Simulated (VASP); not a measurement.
Output of a VASP run:

### OSZICAR
```
...
DAV:   5    -0.588708018458E+01   -0.21275E-03   -0.21275E-03  3268   0.567E-01    0.109E+01
DAV:   6    -0.546048847336E+01    0.42659E+00   -0.15667E+01  2750   0.114E+02    0.543E+00
DAV:   7    -0.470207744733E+01    0.75841E+00   -0.36382E+00  2775   0.111E+02    0.308E+00
DAV:   8    -0.469519768564E+01    0.68798E-02   -0.14958E-01  2732   0.532E+00    0.155E+00
DAV:   9    -0.468430280646E+01    0.10895E-01   -0.15778E-02  3425   0.327E+00    0.121E-01
DAV:  10    -0.468428310195E+01    0.19705E-04   -0.10541E-03  3948   0.759E-01    0.479E-02
DAV:  11    -0.468427202754E+01    0.11074E-04   -0.10594E-04  3362   0.376E-01    0.822E-03
DAV:  12    -0.468427069652E+01    0.13310E-05   -0.67974E-06  3214   0.654E-02    0.404E-03
DAV:  13    -0.468426995787E+01    0.73865E-06   -0.47715E-07  1491   0.216E-02
   1 F= 0.15038099E+01 E0= 0.15037354E+01  d E =0.150381E+01
       N       E                     dE             d eps       ncg     rms          rms(c)
DAV:   1    -0.134897943070E+02   -0.88055E+01   -0.11471E+02  2520   0.246E+02    0.261E+01
DAV:   2    -0.620435845344E+01    0.72854E+01   -0.65579E+01  2555   0.242E+02    0.890E+00
DAV:   3    -0.396854996506E+01    0.22358E+01   -0.10378E+01  2734   0.244E+02    0.489E+00
DAV:   4    -0.372692459774E+01    0.24163E+00   -0.10919E+00  3873   0.284E+01    0.233E+00
DAV:   5    -0.362371759588E+01    0.10321E+00   -0.43624E-02  4001   0.439E+00    0.327E-01
DAV:   6    -0.362362356958E+01    0.94026E-04   -0.44263E-03  4261   0.195E+00    0.124E-01
DAV:   7    -0.362366843765E+01   -0.44868E-04   -0.29426E-04  3185   0.216E-01    0.417E-02
DAV:   8    -0.362365286138E+01    0.15576E-04   -0.90340E-05  2737   0.254E-01    0.537E-03
DAV:   9    -0.362365244990E+01    0.41148E-06   -0.14000E-06  2030   0.302E-02
   2 F= 0.16709760E+01 E0= 0.16708076E+01  d E =0.167166E+00
       N       E                     dE             d eps       ncg     rms          rms(c)
DAV:   1    -0.814157844525E+01   -0.45179E+01   -0.56809E+01  2520   0.208E+02    0.140E+01
DAV:   2    -0.509909064775E+01    0.30425E+01   -0.16124E+01  2541   0.110E+02    0.437E+00
DAV:   3    -0.466558554201E+01    0.43351E+00   -0.31188E+00  2705   0.596E+01    0.430E+00
DAV:   4    -0.447188886471E+01    0.19370E+00   -0.34650E-01  3228   0.229E+01    0.156E+00
DAV:   5    -0.442518854446E+01    0.46700E-01   -0.28182E-02  4177   0.280E+00    0.125E-01
DAV:   6    -0.442498926316E+01    0.19928E-03   -0.21409E-03  3504   0.125E+00    0.392E-02
DAV:   7    -0.442504695668E+01   -0.57694E-04   -0.72811E-05  3826   0.157E-01    0.162E-02
DAV:   8    -0.442505231732E+01   -0.53606E-05   -0.30671E-05  3528   0.154E-01    0.508E-03
DAV:   9    -0.442505149868E+01    0.81864E-06   -0.19404E-06  1691   0.457E-02
   3 F= 0.14459781E+01 E0= 0.14458027E+01  d E =-.578319E-01
       N       E                     dE             d eps       ncg     rms          rms(c)
DAV:   1    -0.441818786282E+01    0.68645E-02   -0.85160E-03  2520   0.236E+00    0.194E-01
DAV:   2    -0.441772281951E+01    0.46504E-03   -0.39074E-03  2555   0.179E+00    0.735E-02
DAV:   3    -0.441759075422E+01    0.13207E-03   -0.85657E-04  2671   0.113E+00    0.529E-02
DAV:   4    -0.441756335828E+01    0.27396E-04   -0.60668E-05  3592   0.276E-01    0.204E-02
DAV:   5    -0.441755593228E+01    0.74260E-05   -0.45325E-06  2966   0.419E-02    0.127E-03
DAV:   6    -0.441755588732E+01    0.44956E-07   -0.96450E-07  1490   0.173E-02
   4 F= 0.14459207E+01 E0= 0.14457442E+01  d E =-.578892E-01
```

OUTCAR:
```
------------------------ aborting loop because EDIFF is reached ----------------------------------------
  FORCE on cell =-STRESS in cart. coord.  units (eV):
  Direction    XX          YY          ZZ          XY          YZ          ZX
  --------------------------------------------------------------------------------------
  Total        5.8386729      5.8386729      5.8386729      0.0000000      0.0000000      0.0000000
  in kB      448.0964092    448.0964092    448.0964092      0.0000000      0.0000000      0.0000000
  external PRESSURE =      -1.9035908 kB  Pullay stress =     450.0000000 kB
  volume of cell :       20.88
      direct lattice vectors                 reciprocal lattice vectors
     2.753495819 -0.000000000  0.000000000     0.363174693 -0.000000000 -0.000000000
     0.000000000  2.753495819 -0.000000000     0.000000000  0.363174693 -0.000000000
     0.000000000  0.000000000  2.753495819     0.000000000  0.000000000  0.363174693
 POSITION                                       TOTAL-FORCE (eV/Angst)
 -----------------------------------------------------------------------------------
      1.37675      1.37675      1.37675        -0.000000     -0.000000      0.000000
      0.00000      0.00000      0.00000         0.000000      0.000000      0.000000
 -----------------------------------------------------------------------------------
    total drift:                               -0.000000      0.000000     -0.000000
  FREE ENERGIE OF THE ION-ELECTRON SYSTEM (eV)
  ---------------------------------------------------
  free  energy   TOTEN  =        -4.4175558873 eV

  energy  without entropy=       -4.4180853207  energy(sigma->0) =       -4.41773237
  enthalpy is  TOTEN    =         1.4459207030 eV   P V=        5.8634765904

 reached required accuracy - stopping structural energy minimisation
```
(Selected blocks of OUTCAR.)

### POSCAR
```
CuZn
1
    2.8033973580     0.0000000000     0.0000000000
    0.0000000000     2.8033973580     0.0000000000
    0.0000000000     0.0000000000     2.8033973580
Zn Cu
1 1
Direct
  0.5000000000   0.5000000000   0.5000000000
  0.0000000000   0.0000000000   0.0000000000
```

### Question
Write an INCAR and KPOINTS that could have produced this output.

### Answer
One answer among several that fit: the input of the run itself, PBE GGA, plane waves, VASP's PBE PAW potentials (set 64).

**KPOINTS**
```
Automatic mesh
0
Gamma
13 13 13
0 0 0
```

### INCAR
```
! general
SYSTEM =CuZn
PREC   =Accurate
ENCUT  =500   ! plane-wave cut-off (eV)
LREAL  =.FALSE.
LASPH  =.TRUE.

! electronic loop
EDIFF  =1E-6   ! SCF stop (eV)
NELM   =100   ! most electronic steps
ALGO   =Normal
LMAXMIX=4

! smearing
ISMEAR =1   ! Methfessel-Paxton
SIGMA  =0.1

! functional
GGA    =PE   ! PBE

! ions
IBRION =2   ! conjugate gradients
NSW    =40   ! most ionic steps
ISIF   =3
EDIFFG =-0.02
PSTRESS=450

! output
LWAVE  =.FALSE.
LCHARG =.FALSE.
```

POTCAR, in this order: Zn Cu (PBE.64 set). Program: vasp_std.

Energy and stress use the plane-wave basis of the starting cell.

The compound is CuZn in the CsCl type structure. This run relaxes it under an external pressure of 45 GPa. Symmetry was kept, so distortions that lower it aren't found. The electron count is odd and the run is not spin-polarised, which forces a metal.
